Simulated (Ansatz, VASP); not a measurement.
# Cross-check of TePtSe between VASP and Ansatz, part 3 of 3

Aim: how closely do two programs agree when they are given the same cell, functional and k mesh? The cell is taken from a series of runs on this material, whose earlier steps may have relaxed, scaled, displaced or heated it; both programs get it as it stands.

VASP 6.6.1 and Ansatz 0.2.0.

So far: The structure; Ansatz: zone-centre phonons, PBEsol, pair 1; VASP: zone-centre phonons, PBEsol, pair 1; Side by side.

## Step 5: Ansatz: zone-centre phonons, PBEsol, pair 2

Level of this step: Ansatz beside VASP: Kohn-Sham DFT, plane waves, PBEsol (Ansatz).

Second derivatives magnify differences that forces hide, and they need a tight electronic threshold.

The cell is taken from a series of runs on this material, whose earlier steps may have relaxed, scaled, displaced or heated it; both programs get it as it stands.

input.yaml

```yaml
crystal:
  lattice:
    - [3.8405849639, 0.0, 0.0]
    - [-1.9202924819, 3.2262628199, 0.0]
    - [0.0, 0.0, 30.0]
  atoms:
    - { symbol: Pt, position: [0.0003063086, 0.0006126173, 0.3337100718] }
    - { symbol: Se, position: [0.3368255118, 0.6736510236, 0.377116519] }
    - { symbol: Te, position: [0.6628681796, 0.3257363591, 0.2858400758] }
  periodic: [true, true, false]
kpoints:
  mp_grid: { grid: [9, 9, 1] }
hamiltonian:
  xc: pbesol
  pseudopotentials: { kind: paw, azcp: { folder: soft_1 }, xc_functional: pbe }
scf:
  occupations: { method: fixed }
output:
  eigenvalues: true
phonons:
  method: dfpt
```

Command:

```sh
$ ansatz run input.yaml --threads 4 --pin off --max-ram 16384MiB --backend cpu --events-out ev --progress --plain --runs-dir out
```

Numbers of over 12 decimals in the logs are rounded to 6 here.

The log of the run:

```text
[...]
Crystal: 3 atoms, lattice volume = 371.722 Å³
Basis set: ecut = 420 eV, 7297 PW (Γ), exchange–correlation on 54×54×432 points (8 copies of the dense FFT grid, shifted against one another)
Bands: 30, of which v1, the nominal top of the filled ones, is band 25 counted from 1 (24 counted from 0)
Symmetry: 2 space group operations
k-points: 25 of 81 (time reversal used)
[...]
k-point 24: bands = [... 21 lower, -7.9219, -7.0782, -6.8732, -5.7561, -4.1771, -3.2971, 0.1141 (0.1141°), 0.8023, ... 1 higher]
  ° read free of the cell's end (the report's vacuum.weakly_bound_levels)
[...]
ASR residual: 1.075e-4 → 0.000e0 eV/Å²; symmetrization residual: 2.671e-5 eV/Å²
  ASR residual per site (eV/Å²): 5.77e-5 1.08e-4 3.71e-5
  Γ frequencies (cm⁻¹): 0.00 0.00 0.00 151.16 153.25 174.90 202.65 206.88 212.47
[...]
[key lines of the parts left out:]
SCF converged after 13 iterations
Free energy (F): -24712.118674 eV
Fermi energy:    -4.978643 eV
```

## Step 6: VASP: zone-centre phonons, PBEsol, pair 2

The same cell, functional and mesh now go to VASP, with its own data sets.

INCAR

```
SYSTEM = TePtSe
PREC = Accurate
ENCUT = 500
EDIFF = 1E-08
NELM = 120
ISMEAR = 0
SIGMA = 0.01
LREAL = .FALSE.
ALGO = Normal
GGA = PS
NBANDS = 17
LASPH = .TRUE.
LORBIT = 11
LWAVE = .FALSE.
LCHARG = .FALSE.
ISIF = 2
IBRION = 8
GGA_COMPAT = .FALSE.
EFERMI = MIDGAP
NELMDL = -8
KPAR = 2
```

POSCAR

```
TePtSe
1.0
    3.8405849639      0.0000000000      0.0000000000
   -1.9202924819      3.2262628199      0.0000000000
    0.0000000000      0.0000000000     30.0000000000
Pt Se Te
1 1 1
Direct
    0.0003063086      0.0006126173      0.3337100718
    0.3368255117      0.6736510236      0.3771165190
    0.6628681795      0.3257363591      0.2858400758
```

KPOINTS

```
Automatic mesh
0
Gamma
9 9 1
0 0 0
```

Potentials, in the order of the species: Pt, Se and Te (PBE family, release 64).

Command:

```sh
$ mpirun -np 2 vasp_std
```

The log of the run:

```text
[banner, memory and clock lines left out]
running    2 mpi-ranks, on    1 nodes
[...]
[... a notice as in an earlier step ...]

 LDA part: xc-table for (Slater+PW92), standard interpolation
 POSCAR, INCAR and KPOINTS ok, starting setup
[...]
entering main loop
       N       E                     dE             d eps       ncg     rms          rms(c)
DAV:   1     0.168442205349E+03    0.16844E+03   -0.65737E+03   850   0.873E+02
DAV:   2     0.302352018257E+01   -0.16542E+03   -0.15586E+03  1420   0.154E+02
DAV:   3    -0.157357183191E+02   -0.18759E+02   -0.18597E+02  1054   0.651E+01
DAV:   4    -0.160636647192E+02   -0.32795E+00   -0.32744E+00  1149   0.103E+01
[...]
DAV:  30    -0.152723795888E+02   -0.56220E-07    0.12950E-10   888   0.509E-05    0.375E-05
DAV:  31    -0.152723796145E+02   -0.25652E-07    0.31204E-10   867   0.406E-05    0.416E-05
DAV:  32    -0.152723796208E+02   -0.63058E-08    0.44642E-10   894   0.198E-05
   1 F= -.15272380E+02 E0= -.15272380E+02  d E =0.000000E+00
[...]
RMM:   9    -0.397446095761E-01    0.16903E-06    0.11355E-08  1549   0.189E-04    0.118E-04
RMM:  10    -0.397445730531E-01    0.36523E-07   -0.41643E-09  1561   0.609E-05    0.645E-05
RMM:  11    -0.397445687746E-01    0.42786E-08    0.23727E-09  1521   0.527E-05    0.951E-06
 first order change of Fermi-energy  -0.39767E+00
 force on displaced ion       3 direction 2 :  -0.000  -8.916  -0.120
 Linear response progress:
  Degree of freedom:   9/  9
       N       E                     dE             d eps       ncg     rms          rms(c)
RMM:   1    -0.796722465734E-01   -0.79672E-01    0.28925E-02  2015   0.105E+00
RMM:   2    -0.786168717358E-01    0.10554E-02   -0.14681E-03  1410   0.215E-01    0.153E-01
RMM:   3    -0.784249260821E-01    0.19195E-03   -0.12423E-04  1482   0.620E-02    0.101E-01
RMM:   4    -0.783426850429E-01    0.82241E-04   -0.14654E-04  1543   0.539E-02    0.318E-02
[...]
RMM:  18    -0.783454929861E-01   -0.19422E-07   -0.26869E-08  1654   0.329E-05    0.689E-06
RMM:  19    -0.783455036703E-01   -0.10684E-07    0.26164E-08  1487   0.171E-05    0.351E-06
RMM:  20    -0.783455130447E-01   -0.93744E-08   -0.12724E-08  1449   0.129E-05    0.153E-06
 first order change of Fermi-energy   0.21115E+00
 force on displaced ion       3 direction 3 :  -0.000  -0.121 -10.104
 Linear response finished
```

Parts of OUTCAR (step 6):

```text
  Total        0.4656691      1.5849778     -0.0100333      0.0000000     -0.0002868     -0.0000000
  in kB        2.0071030      6.8314894     -0.0432450      0.0000000     -0.0012362     -0.0000000
  external PRESSURE =       2.9317825 kB  Pullay stress =       0.0000000 kB

 POSITION                                       TOTAL-FORCE (eV/Angst)
 -----------------------------------------------------------------------------------
     -0.00000      0.00198     10.01130        -0.000000     -0.001068     -0.008646
     -0.00000      2.17338     11.31350         0.000000      0.000425      0.006282
      1.92029      1.05091      8.57520         0.000000      0.000642      0.002364
 -----------------------------------------------------------------------------------
    total drift:                                0.000000      0.000134     -0.000192

[... 1 part as in an earlier step ...]

[... 1 further part left out ...]
```

## Step 7: Comparison

What differs besides the data sets and the points named for the pairs above, as far as they apply: the data sets hold 50 valence electrons in Ansatz (on its PAW soft_1 files) and 22 in VASP. Total energies have different zeros and are not compared.

The two programs side by side:

```
             quantity  Ansatz   VASP  difference
optical mode 1 (cm⁻¹)   151.2  151.2     -0.03 %
optical mode 2 (cm⁻¹)   153.2  153.3     -0.05 %
optical mode 3 (cm⁻¹)   174.9  175.5     -0.32 %
optical mode 4 (cm⁻¹)   202.7  203.1     -0.24 %
optical mode 5 (cm⁻¹)   206.9  207.3     -0.21 %
optical mode 6 (cm⁻¹)   212.5  212.9     -0.21 %
```

Modes are paired by rising frequency, not by their patterns, so a pair may set unlike modes beside each other; they are those without the splitting of longitudinal modes. Where the cell holds vacuum, a pressure given here is an average over it and none of the material.

## Step 8: Results

| Property | Result |
| --- | --- |
| r.m.s. difference of the optical zone-centre modes, each program's sorted by frequency (zone-centre phonons, PBEsol, pair 1) | 0.38 cm⁻¹ |
| r.m.s. difference of the optical zone-centre modes, each program's sorted by frequency (zone-centre phonons, PBEsol, pair 2) | 0.40 cm⁻¹ |

**Reading.** The r.m.s. difference of the optical zone-centre modes, each program's sorted by frequency is 0.38 cm⁻¹ (zone-centre phonons, PBEsol, pair 1). The data sets hold unlike numbers of valence electrons (50 in Ansatz and 22 in VASP), so part of the differences may come from the potentials. How closely two codes agree says nothing of how well the functional describes the real material.

[Lines on the potential files, build, host, timing and source positions are cut from VASP's logs without a mark.]

[Logs are printed without paths, hosts, clocks, repeated set-up lines and the standing remarks that a program may print on its own settings, such as how far it seeks lower states.]

[Hosts, paths, dates, database ids (printed as entryN), source tags and the programs' standing remarks are cut or masked in the printed files.]
